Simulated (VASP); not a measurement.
Method: LDA (Ceperley-Alder, Perdew-Zunger), VASP's LDA PAW potentials (set 64) (plane waves; VASP).

A VASP calculation is set up with these files.

### POSCAR
```
CoGa
1
    2.7917611697    -0.0000000000     0.0000000000
   -0.0000000000     2.7917611697    -0.0000000000
    0.0000000000    -0.0000000000     2.7917611697
Ga Co
1 1
Direct
  0.5000000000   0.5000000000   0.5000000000
  0.0000000000   0.0000000000   0.0000000000
```

**KPOINTS**
```
Automatic mesh
0
gamma
13 13 13
```

### INCAR
```
SYSTEM = CoGa
PREC = Accurate; ENCUT = 500; LREAL = F
LASPH = T
EDIFF = 1E-6; NELM = 100; ALGO = Normal
LMAXMIX = 4
ISMEAR = 1; SIGMA = 0.1
IBRION = 2; NSW = 40; ISIF = 3
EDIFFG = -0.02; PSTRESS = 50
LWAVE = F; LCHARG = F
```

POTCAR, in this order: Ga_d Co (LDA.64 set). Program: vasp_std.

The run wrote:

File OSZICAR:
```
       N       E                     dE             d eps       ncg     rms          rms(c)
DAV:   1     0.952818711263E+02    0.95282E+02   -0.10601E+04  2711   0.260E+03
DAV:   2    -0.875247418538E+01   -0.10403E+03   -0.10169E+03  2618   0.352E+02
DAV:   3    -0.134742966586E+02   -0.47218E+01   -0.47022E+01  2884   0.814E+01
DAV:   4    -0.135480675635E+02   -0.73771E-01   -0.73760E-01  3517   0.946E+00
DAV:   5    -0.135497358978E+02   -0.16683E-02   -0.16683E-02  2983   0.124E+00    0.103E+01
DAV:   6    -0.141096489853E+02   -0.55991E+00   -0.19322E+01  2893   0.622E+01    0.974E+00
DAV:   7    -0.125650712221E+02    0.15446E+01   -0.74796E+00  2646   0.462E+01    0.220E+00
DAV:   8    -0.125307084127E+02    0.34363E-01   -0.22610E-01  3212   0.552E+00    0.634E-01
DAV:   9    -0.125244836975E+02    0.62247E-02   -0.15959E-02  3587   0.211E+00    0.118E-01
DAV:  10    -0.125241872152E+02    0.29648E-03   -0.48601E-04  3317   0.327E-01    0.655E-02
DAV:  11    -0.125241630326E+02    0.24183E-04   -0.69536E-05  3386   0.145E-01    0.116E-02
DAV:  12    -0.125241627536E+02    0.27900E-06   -0.39206E-06  2943   0.352E-02
   1 F= -.11845125E+02 E0= -.11845511E+02  d E =-.118451E+02
```

OUTCAR:
```
------------------------ aborting loop because EDIFF is reached ----------------------------------------
  FORCE on cell =-STRESS in cart. coord.  units (eV):
  Direction    XX          YY          ZZ          XY          YZ          ZX
  --------------------------------------------------------------------------------------
  Total        0.6703403      0.6703403      0.6703403     -0.0000000     -0.0000000     -0.0000000
  in kB       49.3595455     49.3595455     49.3595455     -0.0000000     -0.0000000     -0.0000000
  external PRESSURE =      -0.6404545 kB  Pullay stress =      50.0000000 kB
  volume of cell :       21.76
      direct lattice vectors                 reciprocal lattice vectors
     2.791761170  0.000000000  0.000000000     0.358196830  0.000000000  0.000000000
     0.000000000  2.791761170  0.000000000     0.000000000  0.358196830  0.000000000
     0.000000000  0.000000000  2.791761170     0.000000000  0.000000000  0.358196830
 POSITION                                       TOTAL-FORCE (eV/Angst)
 -----------------------------------------------------------------------------------
      1.39588      1.39588      1.39588         0.000000      0.000000      0.000000
      0.00000      0.00000      0.00000         0.000000      0.000000      0.000000
 -----------------------------------------------------------------------------------
    total drift:                               -0.000000      0.000000      0.000000
  FREE ENERGIE OF THE ION-ELECTRON SYSTEM (eV)
  ---------------------------------------------------
  free  energy   TOTEN  =       -12.5241627536 eV

  energy  without entropy=      -12.5253220601  energy(sigma->0) =      -12.52454919
  enthalpy is  TOTEN    =       -11.8451245497 eV   P V=        0.6790382039

 reached required accuracy - stopping structural energy minimisation
```
(Selected blocks of OUTCAR.)

The compound is CoGa in the CsCl type structure. It was relaxed first under an external pressure of 5 GPa. The run is not spin-polarised, so no magnetic state was tried.
